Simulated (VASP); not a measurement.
A run of VASP 6.6.1 is set up as follows.

Contents of INCAR:

```
PREC = Accurate ; ENCUT = 600
EDIFF = 1E-8 ; ISMEAR = 0
SIGMA = 0.02 ; LREAL = F
LASPH = T ; NELM = 80
ALGO = Normal ; ISIF = 2
LWAVE = F ; LCHARG = F
LEPSILON = T ; IBRION = 8
NSW = 1
```

Contents of KPOINTS:

```
Automatic mesh
0
Gamma
  8 8 8
```

Contents of POSCAR:

```
CaO
1.0
    0.0000000000      2.4478000000      2.4478000000
    2.4478000000      0.0000000000      2.4478000000
    2.4478000000      2.4478000000      0.0000000000
Ca O
1 1
Direct
    0.0000000000      0.0000000000      0.0000000000
    0.5000000000      0.5000000000      0.5000000000
```

Potentials or basis: VASP PAW LDA potentials, release 64 (Ca_sv, O).

Launch:

```sh
$ cat potpaw_LDA.64/Ca_sv/POTCAR potpaw_LDA.64/O/POTCAR > POTCAR
$ mpirun -np 1 vasp_std > vasp.out
```

Question: What does it give for the electronic dielectric tensor (diagonal)?

Answer: 3.83.

Question: Estimate the Born charges (mean of the diagonal).

Answer: Ca +2.34; O -2.34 e.

Question: Predict the band gap on the k mesh.

Answer: 3.48 eV, indirect (least direct gap 3.87 eV).

Phonon frequencies in cm⁻¹ (negative: imaginary):
| q point | frequencies |
| --- | --- |
| (0.000, 0.000, 0.000) | -1 -1 -1 210 210 210 |

A hybrid or GW would open this gap; LDA tends to underestimate it.
